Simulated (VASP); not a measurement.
Computed with PBE GGA, VASP's PBE PAW potentials (set 64) (plane waves; VASP 6.6.1).

Input for VASP

POSCAR:
```
Pd
1
    0.0000000000     1.8630819871     1.8630819871
    1.8630819871     0.0000000000     1.8630819871
    1.8630819871     1.8630819871     0.0000000000
Pd
1
Direct
  0.0000000000   0.0000000000   1.0000000000
```

KPOINTS:
```
K-points
0
G
 17 17 17
```

INCAR:
```
GGA = PE
EDIFF = 1E-6   # SCF stop (eV)
ISIF = 3   # ions, shape and volume
SIGMA = 0.1
IBRION = 2
LWAVE = .False.
LCHARG = .False.
ALGO = Normal   # blocked Davidson
ISMEAR = 1   # Methfessel-Paxton
LREAL = .False.
LASPH = .True.
PREC = Accurate
NELM = 100
ENCUT = 500   # plane-wave cut-off (eV)
SYSTEM = Pd
NSW = 40
PSTRESS = 450   # kbar
EDIFFG = -0.02   # ionic stop
LMAXMIX = 4   # l cut-off of mixed one-centre charges
```

POTCAR, in this order: Pd (PBE.64 set). Program: vasp_std.

Output

OSZICAR:
```
       N       E                     dE             d eps       ncg     rms          rms(c)
DAV:   1     0.370652443595E+02    0.37065E+02   -0.52645E+03  3002   0.102E+03
DAV:   2    -0.491283932944E+01   -0.41978E+02   -0.40947E+02  3282   0.195E+02
DAV:   3    -0.524224996213E+01   -0.32941E+00   -0.32830E+00  3423   0.199E+01
DAV:   4    -0.524386585762E+01   -0.16159E-02   -0.16158E-02  3526   0.129E+00
DAV:   5    -0.524388145936E+01   -0.15602E-04   -0.15601E-04  3501   0.107E-01    0.114E+01
DAV:   6    -0.496799037907E+01    0.27589E+00   -0.94322E-01  3057   0.965E+00    0.576E+00
DAV:   7    -0.494117296170E+01    0.26817E-01   -0.43599E-02  3932   0.193E+00    0.245E+00
DAV:   8    -0.493576541451E+01    0.54075E-02   -0.28747E-03  3334   0.603E-01    0.157E-01
DAV:   9    -0.493573338029E+01    0.32034E-04   -0.65235E-05  3343   0.883E-02    0.210E-02
DAV:  10    -0.493573941904E+01   -0.60387E-05   -0.36613E-06  3419   0.197E-02    0.559E-03
DAV:  11    -0.493573902775E+01    0.39129E-06   -0.57952E-08  1716   0.288E-03
   1 F= -.13030533E+01 E0= -.13025563E+01  d E =-.130305E+01
       N       E                     dE             d eps       ncg     rms          rms(c)
DAV:   1    -0.491960677255E+01    0.16133E-01   -0.62592E-02  3016   0.293E+00    0.413E-01
DAV:   2    -0.491659387489E+01    0.30129E-02   -0.12205E-02  3001   0.108E+00    0.113E-01
DAV:   3    -0.491654997873E+01    0.43896E-04   -0.24910E-04  4107   0.130E-01    0.622E-02
DAV:   4    -0.491656354203E+01   -0.13563E-04   -0.44875E-05  3400   0.626E-02    0.504E-03
DAV:   5    -0.491656327215E+01    0.26988E-06   -0.55652E-07  2666   0.767E-03
   2 F= -.13028183E+01 E0= -.13023233E+01  d E =0.235015E-03
       N       E                     dE             d eps       ncg     rms          rms(c)
DAV:   1    -0.493342061322E+01   -0.16857E-01   -0.37947E-02  3011   0.228E+00    0.319E-01
DAV:   2    -0.493158920860E+01    0.18314E-02   -0.75856E-03  2995   0.845E-01    0.915E-02
DAV:   3    -0.493155825316E+01    0.30955E-04   -0.12984E-04  3998   0.927E-02    0.511E-02
DAV:   4    -0.493155584502E+01    0.24081E-05   -0.25946E-05  3409   0.462E-02    0.334E-03
DAV:   5    -0.493155605970E+01   -0.21468E-06   -0.22048E-07  2192   0.427E-03
   3 F= -.13030749E+01 E0= -.13025783E+01  d E =-.215832E-04
```

### OUTCAR
```
------------------------ aborting loop because EDIFF is reached ----------------------------------------
  FORCE on cell =-STRESS in cart. coord.  units (eV):
  Direction    XX          YY          ZZ          XY          YZ          ZX
  --------------------------------------------------------------------------------------
  Total        3.6310009      3.6310009      3.6310009      0.0000000      0.0000000      0.0000000
  in kB      450.3124867    450.3124867    450.3124867      0.0000000      0.0000000      0.0000000
  external PRESSURE =       0.3124867 kB  Pullay stress =     450.0000000 kB
  volume of cell :       12.92
      direct lattice vectors                 reciprocal lattice vectors
     0.000000000  1.862362919  1.862362919    -0.268476136  0.268476136  0.268476136
     1.862362919 -0.000000000  1.862362919     0.268476136 -0.268476136  0.268476136
     1.862362919  1.862362919 -0.000000000     0.268476136  0.268476136 -0.268476136
 POSITION                                       TOTAL-FORCE (eV/Angst)
 -----------------------------------------------------------------------------------
      0.00000      0.00000      0.00000         0.000000      0.000000      0.000000
 -----------------------------------------------------------------------------------
    total drift:                                0.000000      0.000000      0.000000
  FREE ENERGIE OF THE ION-ELECTRON SYSTEM (eV)
  ---------------------------------------------------
  free  energy   TOTEN  =        -4.9315560597 eV

  energy  without entropy=       -4.9300663465  energy(sigma->0) =       -4.93105949
  enthalpy is  TOTEN    =        -1.3030748810 eV   P V=        3.6284811787

 reached required accuracy - stopping structural energy minimisation
```
(Selected blocks of OUTCAR.)

**CONTCAR**
```
Pd
   1.00000000000000
     0.0000000000000000    1.8623629187711941    1.8623629187711941
     1.8623629187711941   -0.0000000000000000    1.8623629187711941
     1.8623629187711941    1.8623629187711941   -0.0000000000000000
  Pd
     1
Direct
     0.0000000000000000    0.0000000000000000    0.0000000000000000
```

OUTCAR:
```
 val. band max:       12.1608096564   @ k =  -0.3529   0.4118   0.0588

 cond. band min:      12.1653291350   @ k =  -0.4706   0.1765   0.0000


 Fermi energy:        12.1616716119

 k-point     1 :       0.0000    0.0000    0.0000
  band No.  band energies     occupation
      1       3.9835      2.00000
      2       8.6802      2.00000
      3       8.6802      2.00000
      4       8.6802      2.00000
      5      10.6797      2.00000
      6      10.6797      2.00000
      7      29.3577      0.00000
      8      34.9145      0.00000
      9      34.9145      0.00000

 k-point     2 :       0.0588    0.0000    0.0000
  band No.  band energies     occupation
      1       4.1256      2.00000
      2       8.6228      2.00000
      3       8.7335      2.00000
      4       8.7335      2.00000
      5      10.6515      2.00000
      6      10.6515      2.00000
      7      29.5457      0.00000
      8      34.0666      0.00000
      9      35.1087      0.00000

 k-point     3 :       0.1176    0.0000    0.0000
  band No.  band energies     occupation
      1       4.5307      2.00000
      2       8.4846      2.00000
      3       8.8701      2.00000
      4       8.8701      2.00000
      5      10.5948      2.00000
      6      10.5948      2.00000
      7      30.0210      0.00000
      8      32.3691      0.00000
      9      35.6668      0.00000

 k-point     4 :       0.1765    0.0000    0.0000
  band No.  band energies     occupation
      1       5.1168      2.00000
      2       8.3788      2.00000
      3       9.0110      2.00000
      4       9.0110      2.00000
      5      10.5976      2.00000
      6      10.5976      2.00000
      7      30.1324      0.00000
      8      30.8855      0.00000
      9      36.5086      0.00000

 k-point     5 :       0.2353    0.0000    0.0000
  band No.  band energies     occupation
      1       5.6782      2.00000
      2       8.5398      2.00000
      3       9.0459      2.00000
...
```

The compound is Pd in the fcc structure. This run relaxes it under an external pressure of 45 GPa. Symmetry was kept, so distortions that lower it aren't found.
